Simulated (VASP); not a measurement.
# MoS2 (Molybdenite): input slips in a phonon run and what they do, part 2 of 3

Some phonon runs on MoS2 (Molybdenite) get a fault in the input on purpose. Which of them show, and how? The starting structure is a measured crystal structure from the Crystallography Open Database.

VASP 6.6.1.

**2. Reference modes (continued)**

Level of this step: LDA; plane waves and PAW (Mo_sv, S) (VASP).

Parts of OUTCAR (step 2):

```text
ion  position               nearest neighbor table
   1  0.667  0.333  0.750-   4 2.38   6 2.38   4 2.38   6 2.38   4 2.38   6 2.38
   2  0.333  0.667  0.250-   3 2.38   5 2.38   3 2.38   5 2.38   3 2.38   5 2.38
   3  0.667  0.333  0.379-   2 2.38   2 2.38   2 2.38
   4  0.333  0.667  0.879-   1 2.38   1 2.38   1 2.38
   5  0.667  0.333  0.121-   2 2.38   2 2.38   2 2.38
   6  0.333  0.667  0.621-   1 2.38   1 2.38   1 2.38

  LATTYP: Found a hexagonal cell.
 ALAT       =     3.1228392084
 C/A-ratio  =     3.8629418573

 Subroutine GETGRP returns: Found 24 space group operations
 (whereof 12 operations were pure point group operations)

The static configuration has the point symmetry D_3d.
 The point group associated with its full space group is D_6h.

 Found     24 irreducible k-points:

   k-points           NKPTS =     24   k-points in BZ     NKDIM =     24   number of bands    NBANDS=     32

   dimension x,y,z NGX =    24 NGY =   24 NGZ =   84
   dimension x,y,z NGXF=    48 NGYF=   48 NGZF=  168

   ENCUT  =  450.0 eV  33.07 Ry    5.75 a.u.   5.40  5.40 20.87*2*pi/ulx,y,z

   NELECT =      52.0000    total number of electrons

 k-points in reciprocal lattice and weights: Automatic mesh
   0.00000000  0.00000000  0.00000000       0.006
   0.11111111 -0.00000000  0.00000000       0.037
   0.22222222  0.00000000  0.00000000       0.037
   0.33333333  0.00000000  0.00000000       0.037
   0.44444444  0.00000000  0.00000000       0.037
   0.11111111  0.11111111  0.00000000       0.037
   0.22222222  0.11111111  0.00000000       0.074
   0.33333333  0.11111111  0.00000000       0.074
   0.44444444  0.11111111  0.00000000       0.037
[...]
0.33333333  0.22222222  0.50000000       0.074
   0.33333333  0.33333333  0.50000000       0.012

 average (electrostatic) potential at core
       1 -74.1407       2 -74.1422       3 -84.3708       4 -84.3610       5 -84.3698
       6 -84.3588

 E-fermi :   8.4085

 k-point     1 :       0.0000    0.0000    0.0000
  band No.  band energies     occupation
    ...
     22       5.8584      2.00000
     23       5.8584      2.00000
     24       6.6845      2.00000
     25       6.9420      2.00000
     26       8.0875      2.00000
     27      10.2123      0.00000
     28      10.2123      0.00000
     29      10.2445      0.00000
     30      10.2445      0.00000
     31      10.4083      0.00000
    ...

 k-point     2 :       0.1111   -0.0000    0.0000
  band No.  band energies     occupation
    ...
     22       5.5640      2.00000
     23       5.9547      2.00000
     24       6.7156      2.00000
     25       7.0941      2.00000
     26       7.6858      2.00000
     27       9.9991      0.00000
     28      10.0279      0.00000
     29      10.1256      0.00000
     30      10.1663      0.00000
     31      10.2642      0.00000
    ...

 k-point     3 :       0.2222    0.0000    0.0000
  band No.  band energies     occupation
    ...
     22       5.4308      2.00000
     23       5.7594      2.00000
     24       6.5527      2.00000
     25       6.6225      2.00000
     26       6.7374      2.00000
     27       9.2573      0.00000
     28       9.7503      0.00000
     29      10.0317      0.00000
     30      10.0569      0.00000
     31      10.1667      0.00000
    ...

  Total        0.1644909      0.1644909      0.4324694     -0.0000000      0.0000000      0.0000000
  in kB        2.5867525      2.5867525      6.8009304     -0.0000000      0.0000000      0.0000000
  external PRESSURE =       3.9914785 kB  Pullay stress =       0.0000000 kB

  energy-cutoff  :      450.00
  volume of cell :      101.88
      direct lattice vectors                 reciprocal lattice vectors
     3.122839208  0.000000000  0.000000000     0.320221418  0.184879922  0.000000000
    -1.561419604  2.704458086  0.000000000     0.000000000  0.369759844  0.000000000
     0.000000000  0.000000000 12.063346292     0.000000000  0.000000000  0.082895739

 POSITION                                       TOTAL-FORCE (eV/Angst)
 -----------------------------------------------------------------------------------
      1.56142      0.90149      9.04751        -0.000000     -0.000000     -0.000084
     -0.00000      1.80297      3.01584         0.000000     -0.000000     -0.239050
      1.56142      0.90149      4.55537        -0.000000      0.000000      0.275076
     -0.00000      1.80297     10.60205         0.000000      0.000000      0.000898
      1.56142      0.90149      1.46130        -0.000000      0.000000     -0.031457
     -0.00000      1.80297      7.49297        -0.000000      0.000000     -0.005383
 -----------------------------------------------------------------------------------
    total drift:                               -0.000000     -0.000000     -0.000024

  FREE ENERGIE OF THE ION-ELECTRON SYSTEM (eV)
  ---------------------------------------------------
  free  energy   TOTEN  =       -48.9545762883 eV

  energy  without entropy=      -48.9545762883  energy(sigma->0) =      -48.95457629

 Eigenvectors and eigenvalues of the dynamical matrix
 ----------------------------------------------------

   1 f  =   14.226512 THz    89.387810 2PiTHz  474.545355 cm-1    58.836099 meV
             X         Y         Z           dx          dy          dz
      1.561420  0.901486  9.047510    -0.000000   -0.000000   -0.443473
     -0.000000  1.802972  3.015837    -0.000000   -0.000000    0.443473
      1.561420  0.901486  4.570374     0.000000    0.000000   -0.389443
     -0.000000  1.802972 10.602047     0.000000    0.000000    0.389443
      1.561420  0.901486  1.461299     0.000000    0.000000   -0.389443
     -0.000000  1.802972  7.492972    -0.000000    0.000000    0.389443

   2 f  =   14.111035 THz    88.662248 2PiTHz  470.693464 cm-1    58.358525 meV
             X         Y         Z           dx          dy          dz
      1.561420  0.901486  9.047510     0.000000   -0.000000    0.447603
     -0.000000  1.802972  3.015837    -0.000000   -0.000000    0.447603
      1.561420  0.901486  4.570374     0.000000    0.000000   -0.387073
     -0.000000  1.802972 10.602047    -0.000000    0.000000   -0.387073
      1.561420  0.901486  1.461299     0.000000    0.000000   -0.387073
     -0.000000  1.802972  7.492972     0.000000   -0.000000   -0.387073

   3 f  =   12.384152 THz    77.811923 2PiTHz  413.090849 cm-1    51.216715 meV
             X         Y         Z           dx          dy          dz
      1.561420  0.901486  9.047510     0.000000   -0.000000   -0.000000
     -0.000000  1.802972  3.015837    -0.000000    0.000000   -0.000000
      1.561420  0.901486  4.570374     0.000000   -0.000000   -0.500000
     -0.000000  1.802972 10.602047    -0.000000    0.000000   -0.500000
      1.561420  0.901486  1.461299     0.000000   -0.000000    0.500000
     -0.000000  1.802972  7.492972     0.000000    0.000000    0.500000

   4 f  =   12.247074 THz    76.950637 2PiTHz  408.518425 cm-1    50.649807 meV
             X         Y         Z           dx          dy          dz
      1.561420  0.901486  9.047510     0.000000   -0.000000   -0.000000
     -0.000000  1.802972  3.015837     0.000000   -0.000000    0.000000
      1.561420  0.901486  4.570374    -0.000000    0.000000    0.500000
     -0.000000  1.802972 10.602047    -0.000000    0.000000   -0.500000
      1.561420  0.901486  1.461299    -0.000000    0.000000   -0.500000
     -0.000000  1.802972  7.492972    -0.000000    0.000000    0.500000

   5 f  =   11.654494 THz    73.227345 2PiTHz  388.752073 cm-1    48.199092 meV
             X         Y         Z           dx          dy          dz
      1.561420  0.901486  9.047510     0.180435   -0.409708    0.000000
     -0.000000  1.802972  3.015837     0.180435   -0.409708    0.000000
      1.561420  0.901486  4.570374    -0.155990    0.354201   -0.000000
     -0.000000  1.802972 10.602047    -0.155990    0.354201    0.000000
      1.561420  0.901486  1.461299    -0.155990    0.354201    0.000000
     -0.000000  1.802972  7.492972    -0.155990    0.354201   -0.000000

   6 f  =   11.654494 THz    73.227345 2PiTHz  388.752073 cm-1    48.199092 meV
             X         Y         Z           dx          dy          dz
      1.561420  0.901486  9.047510    -0.409708   -0.180435   -0.000000
     -0.000000  1.802972  3.015837    -0.409708   -0.180435   -0.000000
      1.561420  0.901486  4.570374     0.354201    0.155990    0.000000
     -0.000000  1.802972 10.602047     0.354201    0.155990   -0.000000
      1.561420  0.901486  1.461299     0.354201    0.155990   -0.000000
     -0.000000  1.802972  7.492972     0.354201    0.155990    0.000000

   7 f  =   11.639489 THz    73.133066 2PiTHz  388.251560 cm-1    48.137037 meV
             X         Y         Z           dx          dy          dz
      1.561420  0.901486  9.047510    -0.179944    0.408586    0.000000
     -0.000000  1.802972  3.015837     0.179944   -0.408586   -0.000000
      1.561420  0.901486  4.570374    -0.156277    0.354847   -0.000000
     -0.000000  1.802972 10.602047     0.156277   -0.354847   -0.000000
      1.561420  0.901486  1.461299    -0.156277    0.354847    0.000000
     -0.000000  1.802972  7.492972     0.156277   -0.354847    0.000000

   8 f  =   11.639489 THz    73.133066 2PiTHz  388.251560 cm-1    48.137037 meV
             X         Y         Z           dx          dy          dz
      1.561420  0.901486  9.047510     0.408586    0.179944   -0.000000
     -0.000000  1.802972  3.015837    -0.408586   -0.179944   -0.000000
      1.561420  0.901486  4.570374     0.354847    0.156277    0.000000
     -0.000000  1.802972 10.602047    -0.354847   -0.156277   -0.000000
      1.561420  0.901486  1.461299     0.354847    0.156277   -0.000000
     -0.000000  1.802972  7.492972    -0.354847   -0.156277    0.000000

   9 f  =    8.694377 THz    54.628381 2PiTHz  290.013196 cm-1    35.957037 meV
             X         Y         Z           dx          dy          dz
      1.561420  0.901486  9.047510    -0.000000    0.000000    0.000000
     -0.000000  1.802972  3.015837    -0.000000    0.000000   -0.000000
      1.561420  0.901486  4.570374    -0.201521    0.457591    0.000000
     -0.000000  1.802972 10.602047    -0.201521    0.457591    0.000000
      1.561420  0.901486  1.461299     0.201521   -0.457591   -0.000000
     -0.000000  1.802972  7.492972     0.201521   -0.457591    0.000000

  10 f  =    8.694377 THz    54.628381 2PiTHz  290.013196 cm-1    35.957037 meV
             X         Y         Z           dx          dy          dz
      1.561420  0.901486  9.047510     0.000000    0.000000    0.000000
     -0.000000  1.802972  3.015837     0.000000    0.000000    0.000000
      1.561420  0.901486  4.570374     0.457591    0.201521   -0.000000
     -0.000000  1.802972 10.602047     0.457591    0.201521    0.000000
      1.561420  0.901486  1.461299    -0.457591   -0.201521    0.000000
     -0.000000  1.802972  7.492972    -0.457591   -0.201521    0.000000

  11 f  =    8.614494 THz    54.126465 2PiTHz  287.348605 cm-1    35.626670 meV
             X         Y         Z           dx          dy          dz
      1.561420  0.901486  9.047510    -0.000000    0.000000    0.000000
     -0.000000  1.802972  3.015837     0.000000   -0.000000   -0.000000
      1.561420  0.901486  4.570374     0.201522   -0.457590   -0.000000
     -0.000000  1.802972 10.602047    -0.201522    0.457590   -0.000000
      1.561420  0.901486  1.461299    -0.201522    0.457590    0.000000
     -0.000000  1.802972  7.492972     0.201522   -0.457590    0.000000

  12 f  =    8.614494 THz    54.126465 2PiTHz  287.348605 cm-1    35.626670 meV
             X         Y         Z           dx          dy          dz
      1.561420  0.901486  9.047510    -0.000000    0.000000    0.000000
     -0.000000  1.802972  3.015837     0.000000    0.000000    0.000000
      1.561420  0.901486  4.570374     0.457590    0.201522   -0.000000
     -0.000000  1.802972 10.602047    -0.457590   -0.201522   -0.000000
      1.561420  0.901486  1.461299    -0.457590   -0.201522    0.000000
     -0.000000  1.802972  7.492972     0.457590    0.201522   -0.000000

  13 f  =    1.704713 THz    10.711030 2PiTHz   56.863116 cm-1     7.050125 meV
             X         Y         Z           dx          dy          dz
      1.561420  0.901486  9.047510    -0.000000   -0.000000    0.550755
     -0.000000  1.802972  3.015837     0.000000   -0.000000   -0.550755
      1.561420  0.901486  4.570374     0.000000   -0.000000   -0.313583
     -0.000000  1.802972 10.602047    -0.000000   -0.000000    0.313583
      1.561420  0.901486  1.461299     0.000000   -0.000000   -0.313583
     -0.000000  1.802972  7.492972    -0.000000   -0.000000    0.313583
    [... 42 further lines ...]
     -0.000000  1.802972 10.602047     0.315314    0.028033    0.000000
      1.561420  0.901486  1.461299     0.315314    0.028033    0.000000
     -0.000000  1.802972  7.492972     0.315314    0.028033    0.000000

 ELASTIC MODULI CONTR FROM IONIC RELAXATION (kBar)
 Direction    XX          YY          ZZ          XY          YZ          ZX
 --------------------------------------------------------------------------------
 XX        -432.0466   -279.7569   -976.0566      0.0000     -0.0000      0.0000
 YY        -279.7569   -432.0466   -976.0566      0.0000      0.0000      0.0000
 ZZ        -976.0566   -976.0566  -2676.8244      0.0000      0.0000      0.0000
 XY           0.0000      0.0000      0.0000    -76.1449     -0.0000     -0.0000
 YZ          -0.0000      0.0000      0.0000      0.0000  -1357.0529      0.0000
 ZX           0.0000     -0.0000      0.0000      0.0000      0.0000  -1357.0527
 --------------------------------------------------------------------------------

 total charge
# of ion       s       p       d       tot
------------------------------------------
    1        2.306   6.239   4.038  12.583
    2        2.306   6.239   4.038  12.583
    3        1.363   2.343   0.000   3.706
    4        1.363   2.343   0.000   3.706
    5        1.363   2.343   0.000   3.706
    6        1.363   2.343   0.000   3.706
--------------------------------------------------
tot         10.065  21.849   8.075  39.989

[... 3 further parts left out ...]
```

The last energy, forces, stress and levels in OUTCAR belong to the last displaced cell, not to the cell of POSCAR.

Reference: the zone-centre modes are B1g (2) 474.5, A2u 470.7, A1g 413.1, B2u 408.5, E1g 290.0, E2u 287.3, B1g (1) 56.9, E2g 35.7 cm⁻¹ (levels within 1 cm⁻¹ of another are left out).

**3. Modes with a k mesh far too coarse**

A slip made on purpose: a k mesh far too coarse. Against step 2 the input has a 1×1×1 mesh (also changed: NELM and KPAR).

INCAR

```
SYSTEM = MoS2
PREC = Accurate
ENCUT = 450
EDIFF = 1E-08
NELM = 60
ISMEAR = 0
SIGMA = 0.03
LREAL = .FALSE.
ALGO = Normal
GGA = CA
NBANDS = 32
LASPH = .TRUE.
LORBIT = 11
LWAVE = .FALSE.
LCHARG = .FALSE.
IBRION = 6
NFREE = 2
POTIM = 0.015
NSW = 1
ISIF = 2
```

POSCAR

```
MoS2
1.0
    3.1228392084      0.0000000000      0.0000000000
   -1.5614196043      2.7044580865      0.0000000000
    0.0000000000      0.0000000000     12.0633462919
Mo S
2 4
Direct
    0.6666666667      0.3333333333      0.7500000000
    0.3333333333      0.6666666667      0.2500000000
    0.6666666667      0.3333333333      0.3788645305
    0.3333333333      0.6666666667      0.8788645305
    0.6666666667      0.3333333333      0.1211354695
    0.3333333333      0.6666666667      0.6211354695
```

KPOINTS

```
Automatic mesh
0
Gamma
1 1 1
0 0 0
```

PAW data sets: Mo_sv and S (LDA family, release 64).

Command:

```bash
$ mpirun -np 8 vasp_std
```

Log:

```text
[banner, memory and clock lines left out]
running    8 mpi-ranks, on    1 nodes
[...]
[... a notice as in an earlier step ...]

 LDA part: xc-table for (Slater(with rela. corr.)+CA(PZ))
 , standard interpolation
 POSCAR, INCAR and KPOINTS ok, starting setup
[...]
entering main loop
       N       E                     dE             d eps       ncg     rms          rms(c)
DAV:   1     0.512844231404E+03    0.51284E+03   -0.28129E+04    72   0.139E+03
DAV:   2    -0.984606507869E+00   -0.51383E+03   -0.50117E+03    72   0.417E+02
DAV:   3    -0.330225285245E+02   -0.32038E+02   -0.31456E+02    80   0.844E+01
DAV:   4    -0.340056583316E+02   -0.98313E+00   -0.98168E+00    72   0.140E+01
[...]
DAV:  14    -0.305065144731E+02    0.58594E-06   -0.50511E-06    80   0.126E-02    0.665E-03
DAV:  15    -0.305065143865E+02    0.86618E-07   -0.45347E-07    80   0.366E-03    0.209E-03
DAV:  16    -0.305065143817E+02    0.47803E-08   -0.96111E-08    80   0.157E-03
   1 F= -.30506514E+02 E0= -.30506514E+02  d E =-.668486E-24
[... from here on, the cycles between the ionic steps are left out ...]
   2 F= -.30502227E+02 E0= -.30502227E+02  d E =-.118294E-39
   3 F= -.30502227E+02 E0= -.30502227E+02  d E =-.119353E-39
   4 F= -.30504269E+02 E0= -.30504269E+02  d E =-.109544E-28
   5 F= -.30504269E+02 E0= -.30504269E+02  d E =-.110152E-28
   6 F= -.30504984E+02 E0= -.30504984E+02  d E =-.163329E-30
   7 F= -.30504984E+02 E0= -.30504984E+02  d E =-.165370E-30
   8 F= -.30427398E+02 E0= -.30427398E+02  d E =-.281430E-28
   9 F= -.30582512E+02 E0= -.30582512E+02  d E =-.313879E-24
 Finite differences progress:
  Degree of freedom:   4/  4
  Displacement:        2/  2
  Total:               8/  8
```

Elapsed: 6 s, on 8 MPI ranks of Intel Xeon 6975P-C (Granite Rapids), shared host; peak memory 0.97 GiB.

OUTCAR, selected parts (step 3):

```text
  Total       25.3006147     25.3006147     -4.5152392     -0.0000000      0.0000000      0.0000000
  in kB      397.8725535    397.8725535    -71.0057748     -0.0000000      0.0000000      0.0000000
  external PRESSURE =     241.5797774 kB  Pullay stress =       0.0000000 kB

 POSITION                                       TOTAL-FORCE (eV/Angst)
 -----------------------------------------------------------------------------------
      1.56142      0.90149      9.04751        -0.000000      0.000000     -0.004492
     -0.00000      1.80297      3.01584         0.000000     -0.000000     -0.143914
      1.56142      0.90149      4.55537         0.000000      0.000000     -4.959129
     -0.00000      1.80297     10.60205         0.000000     -0.000000     -5.174212
      1.56142      0.90149      1.46130         0.000000     -0.000000      5.157525
     -0.00000      1.80297      7.49297        -0.000000     -0.000000      5.124222
 -----------------------------------------------------------------------------------
    total drift:                                0.000000     -0.000000     -0.000139

  FREE ENERGIE OF THE ION-ELECTRON SYSTEM (eV)
  ---------------------------------------------------
  free  energy   TOTEN  =       -30.5825115446 eV

  energy  without entropy=      -30.5825115446  energy(sigma->0) =      -30.58251154

[... 1 part as in an earlier step ...]

[... 2 further parts left out ...]
[key lines of the parts left out:]
E-fermi :   9.2748
```

The last energy, forces and stress in OUTCAR belong to the last displaced cell, not to that of POSCAR.

With a k mesh far too coarse the compared modes are at the top B1g (2) 414.8, A1g 389.5 cm⁻¹, at the bottom B1g (1) 157.9, E2g 37.1 cm⁻¹, with 4 more of the listed ones between; the largest shift among the levels compared is -102.8 cm⁻¹, in A2u, from the reference.

(Continued in part 3 of 3.)

[Lines on the potential files, build, host, timing and source positions are cut from VASP's logs without a mark.]

[Logs are printed without paths, hosts, clocks, repeated set-up lines and the standing remarks that a program may print on its own settings, such as how far it seeks lower states.]

[Hosts, paths, dates, database ids (printed as entryN), source tags and the programs' standing remarks are cut or masked in the printed files.]
